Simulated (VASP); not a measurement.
Given:

```
Ni
1.0
    0.00000     1.76000     1.76000
    1.76000     0.00000     1.76000
    1.76000     1.76000     0.00000
Ni
1
Direct
  0.00000   0.00000   0.00000
```
Starting moments (μB, in the order of the record's atoms Ni): 0.8.

Level of theory: PBE GGA, VASP's PBE PAW potentials (set 64) (plane waves; VASP). Settings: 400 eV cut-off, 13×13×13 Γ-centred mesh, first-order Methfessel-Paxton smearing of 0.10 eV, potentials Ni.

Give the stress tensor in GPa (positive for a compressed cell).

```
-1.10   0.00   0.00
 0.00  -1.10   0.00
 0.00   0.00  -1.10
```
The pressure is its mean diagonal, -1.10 GPa.

The compound is Ni in the fcc structure. The cell was not relaxed at this level.
